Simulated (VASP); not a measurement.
# Be3CCl2 (P-62m) in VASP: further runs, part 2 of 3

VASP 6.6.1. The steps go on from the part before.

## (3) Relaxation of cell and atoms, PBE

Input file INCAR:

```
PREC = Accurate ; ENCUT = 600
EDIFF = 1E-7 ; ISMEAR = 0
SIGMA = 0.02 ; LREAL = F
LASPH = T ; NELM = 100
ALGO = Fast ; ISIF = 3
LWAVE = F ; LCHARG = F
GGA = PE ; IBRION = 2
NSW = 100 ; EDIFFG = -0.01
```

Input file KPOINTS:

```
Automatic mesh
0
Gamma
  6 6 10
```

Input file POSCAR:

```
Be3CCl2
1.0
    5.6543788401      0.0000000000      0.0000000000
   -2.8271894201      4.8968357182      0.0000000000
    0.0000000000      0.0000000000      2.7940364063
Be C Cl
3 1 2
Direct
    0.0000000000      0.7855905345      0.0000000000
    0.7855905345      0.0000000000      0.0000000000
    0.2144094655      0.2144094655      0.0000000000
    0.0000000000      0.0000000000      0.5000000000
    0.6666666667      0.3333333333      0.5000000000
    0.3333333333      0.6666666667      0.5000000000
```

Potentials or basis: VASP PAW PBE potentials, release 64 (Be, C, Cl).

Started as:

```console
$ cat potpaw_PBE.64/Be/POTCAR potpaw_PBE.64/C/POTCAR potpaw_PBE.64/Cl/POTCAR > POTCAR
$ mpirun -np 1 vasp_std > vasp.out
```

OUTCAR:

```text
PREC = Accurate
   ENCUT = 600
   EDIFF = 1E-7
   ISMEAR = 0
   LREAL = F
   LASPH = T
   NELM = 100
   ISIF = 3
   GGA = PE
   IBRION = 2
   NSW = 100
   EDIFFG = -0.01

 ion  position               nearest neighbor table
   1  0.000  0.786  0.000-   4 1.85   4 1.85   2 2.10   3 2.10
   2  0.786  0.000  0.000-   4 1.85   4 1.85   3 2.10   1 2.10
   3  0.214  0.214  0.000-   4 1.85   4 1.85   2 2.10   1 2.10
   4  0.000  0.000  0.500-   2 1.85   2 1.85   3 1.85   3 1.85   1 1.85   1 1.85
   5  0.667  0.333  0.500-
   6  0.333  0.667  0.500-

  LATTYP: Found a hexagonal cell.
 ALAT       =     5.6543788401
 C/A-ratio  =     0.4941367541

  Lattice vectors:

 A1 = (   5.6543788401,   0.0000000000,   0.0000000000)
 A2 = (  -2.8271894201,   4.8968357182,   0.0000000000)
 A3 = (   0.0000000000,   0.0000000000,   2.7940364063)

Analysis of symmetry for initial positions (statically):
=====================================================================
 Subroutine PRICEL returns:
 Original cell was already a primitive cell.

 Routine SETGRP: Setting up the symmetry group for a
 hexagonal supercell.

 Subroutine GETGRP returns: Found 12 space group operations
 (whereof 12 operations were pure point group operations)
 out of a pool of 24 trial point group operations.

The static configuration has the point symmetry D_3h.

Analysis of symmetry for dynamics (positions and initial velocities):
=====================================================================
 Subroutine PRICEL returns:
 Original cell was already a primitive cell.

 Routine SETGRP: Setting up the symmetry group for a
 hexagonal supercell.

 Subroutine GETGRP returns: Found 12 space group operations
 (whereof 12 operations were pure point group operations)
 out of a pool of 24 trial point group operations.

The dynamic configuration has the point symmetry D_3h.

 Subroutine INISYM returns: Found 12 space group operations
 (whereof 12 operations are pure point group operations),
 and found     1 'primitive' translations

----------------------------------------------------------------------------------------

                                     Primitive cell

  volume of cell :      77.3629

  direct lattice vectors                    reciprocal lattice vectors
     5.654378840  0.000000000  0.000000000     0.176854086  0.102106754  0.000000000
    -2.827189420  4.896835718  0.000000000     0.000000000  0.204213508  0.000000000
     0.000000000  0.000000000  2.794036406     0.000000000  0.000000000  0.357905143

  length of vectors
     5.654378840  5.654378840  2.794036406     0.204213508  0.204213508  0.357905143

  position of ions in fractional coordinates (direct lattice)
     0.000000000  0.785590535  0.000000000
     0.785590535  0.000000000  0.000000000
     0.214409465  0.214409465  0.000000000
     0.000000000  0.000000000  0.500000000
     0.666666667  0.333333333  0.500000000
     0.333333333  0.666666667  0.500000000

  ion indices of the primitive-cell ions
   primitive index   ion index
                 1           1
                 2           2
                 3           3
                 4           4
                 5           5
                 6           6

[... 55 lines left out ...]
   total plane-waves  NPLWV =  55296
   dimension x,y,z NGX =    48 NGY =   48 NGZ =   24
   dimension x,y,z NGXF=    96 NGYF=   96 NGZF=   48
   ions per type =               3   1   2
   NGX,Y,Z   is equivalent  to a cutoff of  14.11, 14.11, 14.28 a.u.
   NGXF,Y,Z  is equivalent  to a cutoff of  28.23, 28.23, 28.56 a.u.
 SYSTEM =  unknown system
   PREC   = accura    normal or accurate (medium, high low for compatibility)
   ISTART =      0    job   : 0-new  1-cont  2-samecut
   ICHARG =      2    charge: 1-file 2-atom 10-const
   ISPIN  =      1    spin polarized calculation?
   LNONCOLLINEAR =      F non collinear calculations
   LSORBIT =      F    spin-orbit coupling
   LASPH  =      T    aspherical Exc in radial PAW
   ENCUT  =  600.0 eV  44.10 Ry    6.64 a.u.  11.29 11.29  5.58*2*pi/ulx,y,z
   NELM   =    100;   NELMIN=  2; NELMDL= -5     # of ELM steps
   EDIFF  = 0.1E-06   stopping-criterion for ELM
   LREAL  =      F    real-space projection
   EDIFFG = -.1E-01   stopping-criterion for IOM
   NSW    =    100    number of steps for IOM
   IBRION =      2    ionic relax: 0-MD 1-quasi-New 2-CG
   NFREE  =      1    steps in history (QN), initial steepest desc. (CG)
   ISIF   =      3    stress and relaxation
   ISYM   =      2    0-nonsym 1-usesym 2-fastsym
   POTIM  = 0.5000    time-step for ionic-motion
   TEBEG  =    0.0;   TEEND  =   0.0 temperature during run
   PSTRESS=    0.0 pullay stress
   NELECT =      24.0000    total number of electrons
   NUPDOWN=      -1.0000    fix difference up-down
   EMIN   =  10.00;   EMAX   =-10.00  energy-range for DOS
   EFERMI =   0.00;   METHOD = LEGACY
   ISMEAR =     0;   SIGMA  =   0.02  broadening in eV -4-tet -1-fermi 0-gaus
   EFERMI_NEDOS =   21; number of points for ismear=-14 and -15
   IALGO  =     68    algorithm
   IMIX   =      4    mixing-type and parameters
     AMIX     =   0.40;   BMIX     =  1.00
     AMIX_MAG =   1.60;   BMIX_MAG =  1.00
  volume/ion in A,a.u.               =      12.89        87.01
  Fermi-wavevector in a.u.,A,eV,Ry     =   1.108242  2.094273 16.710665  1.228199
  Thomas-Fermi vector in A             =   2.244766
   LORBIT       =      0    0 simple, 1 ext, 2 COOP (PROOUT), +10 PAW based schemes
   GGA     = PE    functional components
   LHFCALC =     F    Hartree Fock is set to
   AEXX    =    0.0000 exact exchange contribution
   IVDW    =     0    specifies the selected vdW correction
   LEPSILON=     F    determine dielectric tensor
   LRPA    =     F    only Hartree local field effects (RPA)
 conjugate gradient relaxation of ions
 non-spin polarized calculation
 RMM-DIIS sequential band-by-band and
 Gauss-broadening in eV      SIGMA  =   0.02
  energy-cutoff  :      600.00
  volume of cell :       77.36
 maximum number of plane-waves:      2615
 NGX is ok and might be reduce to    48
   NGX = 23   NGY = 23   NGZ = 11

--------------------------------------- Ionic step        1  -------------------------------------------

 number of electron      23.9999998 magnetization

 Free energy of the ion-electron system (eV)
  ---------------------------------------------------
  ext. energy  EPLUGINS =         0.00000000
  ---------------------------------------------------
  free energy    TOTEN  =       -23.74581571 eV

  energy without entropy =      -23.74581571  energy(sigma->0) =      -23.74581571

------------------------ aborting loop because EDIFF is reached ----------------------------------------

  FORCE on cell =-STRESS in cart. coord.  units (eV):
  Direction    XX          YY          ZZ          XY          YZ          ZX
  --------------------------------------------------------------------------------------
  -------------------------------------------------------------------------------------
  Total        0.1055105      0.1055105     -0.0040337     -0.0000000     -0.0000000      0.0000000
  in kB        2.1851121      2.1851121     -0.0835385     -0.0000000     -0.0000000      0.0000000
  external PRESSURE =       1.4288952 kB  Pullay stress =       0.0000000 kB
[... 67 lines left out ...]
--------------------------------------- Ionic step        3  -------------------------------------------

 number of electron      23.9999998 magnetization

 Free energy of the ion-electron system (eV)
  ---------------------------------------------------
  ext. energy  EPLUGINS =         0.00000000
  ---------------------------------------------------
  free energy    TOTEN  =       -23.74593397 eV

  energy without entropy =      -23.74593397  energy(sigma->0) =      -23.74593397

 E-fermi :   4.8195     XC(G=0):  -9.8213

 val. band max:        4.6883689874   @ k =   0.0000   0.0000   0.0000
 cond. band min:       5.3665189834   @ k =   0.5000   0.0000   0.5000
 fundamental gap:      0.6781499960
 Fermi energy:         4.8195318387

 k-point     1 :       0.0000    0.0000    0.0000
  band No.  band energies     occupation
      1     -11.7466      2.00000
      2     -10.8261      2.00000
      3      -7.1672      2.00000
      4      -1.1177      2.00000
      5      -1.1177      2.00000
      6      -0.7030      2.00000
[... 433 lines left out ...]
      3      -6.1807      2.00000
      4      -0.8437      2.00000
      5      -0.5388      2.00000
      6      -0.0302      2.00000
[... 8 lines left out ...]
     15       8.4203      0.00000
     16       8.9721      0.00000

 [... further k-points ...]

------------------------ aborting loop because EDIFF is reached ----------------------------------------

  FORCE on cell =-STRESS in cart. coord.  units (eV):
  Direction    XX          YY          ZZ          XY          YZ          ZX
  --------------------------------------------------------------------------------------
  -------------------------------------------------------------------------------------
  Total        0.0096842      0.0096842      0.0154619     -0.0000000      0.0000000      0.0000000
  in kB        0.2003267      0.2003267      0.3198424     -0.0000000      0.0000000      0.0000000
  external PRESSURE =       0.2401652 kB  Pullay stress =       0.0000000 kB
[... 21 lines left out ...]
  FREE ENERGIE OF THE ION-ELECTRON SYSTEM (eV)
  ---------------------------------------------------
  free  energy   TOTEN  =       -23.7459339721 eV

  energy  without entropy=      -23.7459339721  energy(sigma->0) =      -23.74593397

 reached required accuracy - stopping structural energy minimisation
```

OSZICAR:

```text
N       E                     dE             d eps       ncg     rms          rms(c)
DAV:   1     0.114857535917E+03    0.11486E+03   -0.11927E+04  1344   0.147E+03
DAV:   2    -0.167735330979E+02   -0.13163E+03   -0.12900E+03  1896   0.242E+02
DAV:   3    -0.274488356743E+02   -0.10675E+02   -0.10502E+02  1688   0.758E+01
[... 31 lines left out ...]
RMM:   3    -0.237459328245E+02    0.21755E-05   -0.31455E-05  1344   0.334E-02    0.715E-03
RMM:   4    -0.237459331760E+02   -0.35149E-06   -0.25325E-06  1382   0.136E-02    0.521E-03
RMM:   5    -0.237459344229E+02   -0.12469E-05   -0.25803E-06  1344   0.100E-02    0.281E-03
RMM:   6    -0.237459339123E+02    0.51067E-06   -0.71688E-07  1318   0.610E-03    0.705E-04
RMM:   7    -0.237459339721E+02   -0.59819E-07   -0.38543E-07   992   0.363E-03
   3 F= -.23745934E+02 E0= -.23745934E+02  d E =-.118263E-03
```

Wall time 66 s (1 thread of Intel Xeon 6975P-C (Granite Rapids), shared host); peak memory 0.26 GiB.

Results:

```yaml
Free_energy: -23.7459 eV
Relaxed_volume: 12.91 Å³/atom
Relaxed_cell: a = 5.658 Å, b = 5.658 Å, c = 2.794 Å, α = 90.00°, β = 90.00°, γ = 120.00°
Space_group_after_relaxing_to_0.05_Å: P-62m (No. 189)
Energy_gained_by_relaxing: 0.0 meV/atom
Ionic_steps: 3
Pressure_after_relaxing: 0.0 GPa
Band_gap_on_the_k_mesh: 0.68 eV, indirect (least direct gap 1.52 eV)
```

The path:
| step | energy change (eV) | largest force (eV/Å) | pressure (GPa) | volume (Å³) |
| --- | --- | --- | --- | --- |
| 1 | 0.0000 | 0.0336 | 0.14 | 77.36 |
| 2 | -0.0001 | 0.0171 | -0.03 | 77.49 |
| 3 | -0.0001 | 0.0018 | 0.02 | 77.45 |

Final structure:
```
Be C Cl
1.0
     5.65772    0.00000    0.00000
    -2.82886    4.89973    0.00000
     0.00000    0.00000    2.79397
Be C Cl
3 1 2
Direct
  0.00000 0.78539 0.00000
  0.78539 0.00000 0.00000
  0.21461 0.21461 0.00000
  0.00000 0.00000 0.50000
  0.66667 0.33333 0.50000
  0.33333 0.66667 0.50000
```

Levels at points of the mesh, in eV from the valence-band top:
```csv
k point,band 8,band 9,band 10,band 11,band 12,band 13,band 14,band 15,band 16
"(0.00, 0.00, 0.00)",-1.41,-1.41,-1.08,-0.12,0.00,1.58,5.57,5.57,6.15
"(0.50, 0.00, 0.00)",-2.55,-2.25,-0.66,-0.45,-0.18,2.46,4.00,4.03,5.16
"(0.00, 0.00, 0.50)",-4.18,-3.33,-3.33,-0.45,-0.45,1.22,1.22,2.34,2.34
"(0.50, 0.00, 0.50)",-3.24,-3.16,-2.07,-1.26,-0.94,0.68,2.16,2.30,4.50
```

A k mesh can miss the band edges. Expect the measured gap to be larger: semilocal functionals such as PBE lack the derivative discontinuity.

(Part 2 of 3 ends here.)
